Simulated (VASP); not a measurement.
OSZICAR of a VASP run on Cd₄Se₃Te (ordered alloy cell):

**OSZICAR**
```
       N       E                     dE             d eps       ncg     rms          rms(c)
DAV:   1     0.435779172975E+03    0.43578E+03   -0.29586E+04   868   0.122E+03
DAV:   2     0.228454217833E+01   -0.43349E+03   -0.42568E+03   957   0.325E+02
DAV:   3    -0.250197094209E+02   -0.27304E+02   -0.27182E+02  1023   0.807E+01
DAV:   4    -0.253522906907E+02   -0.33258E+00   -0.33225E+00  1021   0.822E+00
DAV:   5    -0.253550561170E+02   -0.27654E-02   -0.27649E-02   974   0.707E-01    0.122E+01
DAV:   6    -0.240028422810E+02    0.13522E+01   -0.32928E+00  1038   0.140E+01    0.960E+00
DAV:   7    -0.239381966842E+02    0.64646E-01   -0.11034E+00   892   0.424E+00    0.402E+00
DAV:   8    -0.239286480064E+02    0.95487E-02   -0.14042E-01   932   0.303E+00    0.545E-01
DAV:   9    -0.239267814508E+02    0.18666E-02   -0.22188E-02   904   0.134E+00    0.201E-01
DAV:  10    -0.239268586482E+02   -0.77197E-04   -0.12523E-03   972   0.259E-01    0.129E-01
DAV:  11    -0.239269759933E+02   -0.11735E-03   -0.69232E-04   931   0.148E-01    0.423E-02
DAV:  12    -0.239269440500E+02    0.31943E-04   -0.21313E-04   913   0.969E-02    0.150E-02
DAV:  13    -0.239269490965E+02   -0.50465E-05   -0.16576E-05   938   0.264E-02    0.622E-03
DAV:  14    -0.239269518175E+02   -0.27211E-05   -0.39180E-06   702   0.748E-03    0.497E-03
DAV:  15    -0.239269518491E+02   -0.31562E-07   -0.51079E-07   569   0.484E-03
   1 F= -.23926952E+02 E0= -.23926952E+02  d E =-.239270E+02
       N       E                     dE             d eps       ncg     rms          rms(c)
DAV:   1    -0.239275144859E+02   -0.56267E-03   -0.17000E-01   875   0.197E+00    0.134E-01
DAV:   2    -0.239272720591E+02    0.24243E-03   -0.16533E-03   970   0.284E-01    0.466E-02
DAV:   3    -0.239272353641E+02    0.36695E-04   -0.12154E-04   979   0.685E-02    0.396E-02
DAV:   4    -0.239272324930E+02    0.28712E-05   -0.89347E-06   954   0.148E-02    0.116E-02
DAV:   5    -0.239272327591E+02   -0.26614E-06   -0.34282E-06   846   0.133E-02
   2 F= -.23927233E+02 E0= -.23927233E+02  d E =-.280910E-03
       N       E                     dE             d eps       ncg     rms          rms(c)
DAV:   1    -0.239277605741E+02   -0.52808E-03   -0.24663E-01   860   0.237E+00    0.161E-01
DAV:   2    -0.239274109319E+02    0.34964E-03   -0.24013E-03   970   0.342E-01    0.565E-02
DAV:   3    -0.239273579823E+02    0.52950E-04   -0.17606E-04   985   0.826E-02    0.480E-02
DAV:   4    -0.239273532796E+02    0.47028E-05   -0.13105E-05   948   0.180E-02    0.140E-02
DAV:   5    -0.239273533802E+02   -0.10064E-06   -0.51271E-06   889   0.163E-02
   3 F= -.23927353E+02 E0= -.23927353E+02  d E =-.401531E-03
```

Question: Which electronic solver shows in the log?

Answer: It is blocked Davidson (ALGO = Normal, or the opening steps of other solvers). The INCAR had ALGO = Normal.

Question: Can the final energy be trusted as converged?

Answer: The run converged. It stopped with EDIFF = 1E-6, NELM = 100, NSW = 60 and EDIFFG = -0.02 after 3 ionic steps (PBEsol GGA, plane waves, VASP's PBE PAW potentials (set 64)).

The structure was generated: Cd4Se3Te was put into an ordered model structure (P-43m), which need not be its known phase. This run relaxes it. Symmetry was kept, so distortions that lower it aren't found. The start is the result of an earlier pass.
